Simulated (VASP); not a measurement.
Input:

```
RuS2
1.0
    5.68748     0.00000     0.00000
    0.00000     5.68748     0.00000
    0.00000     0.00000     5.68748
Ru S
4 8
Cartesian
  0.00000   2.84374   2.84374
  2.84374   2.84374   0.00000
  2.84374   0.00000   2.84374
  0.00000   0.00000   0.00000
  2.20788   0.63586   5.05162
  3.47960   5.05162   0.63586
  0.63586   5.05162   2.20788
  5.05162   0.63586   3.47960
  5.05162   2.20788   0.63586
  0.63586   3.47960   5.05162
  3.47960   3.47960   3.47960
  2.20788   2.20788   2.20788
```

Computed with revPBE GGA, VASP's PBE PAW potentials (set 64) (plane waves; VASP). Numerical set-up: 420 eV cut-off, 6×6×6 Γ-centred mesh shifted by (0.5, 0.5, 0.5), Gaussian smearing of 0.010 eV, potentials Ru_pv S.

### Question
The ions, cell shape and volume are relaxed. Predict the relaxed structure.

### Answer

```
RuS2
1.0
    5.66720     0.00000     0.00000
    0.00000     5.66720     0.00000
    0.00000     0.00000     5.66720
Ru S
4 8
Direct
  0.00000   0.50000   0.50000
  0.50000   0.50000   0.00000
  0.50000   0.00000   0.50000
  0.00000   0.00000   0.00000
  0.38718   0.11282   0.88718
  0.61282   0.88718   0.11282
  0.11282   0.88718   0.38718
  0.88718   0.11282   0.61282
  0.88718   0.38718   0.11282
  0.11282   0.61282   0.88718
  0.61282   0.61282   0.61282
  0.38718   0.38718   0.38718
```
Space group Pa-3 (205), at a tolerance of 0.03 Å.

### Question
How do energy and volume change from the first to the last step?

### Answer
The energy (σ→0) changes by -1.4 meV/atom and the volume by -1.1 %, in 5 ionic steps.

The structure comes from a computed database's RuS2 entry; how it stands against other phases isn't given here. This run relaxes it. Symmetry was kept, so distortions that lower it aren't found. The run is one of a series of settings (EDIFF = 1E-09, EDIFFG = -0.005, ENCUT = 420, IBRION = 2, ISIF = 3, NSW = 50, KPOINTS 6×6×6 Γ-centred mesh shifted by (0.5, 0.5, 0.5) against the base run), some of them coarse on purpose.
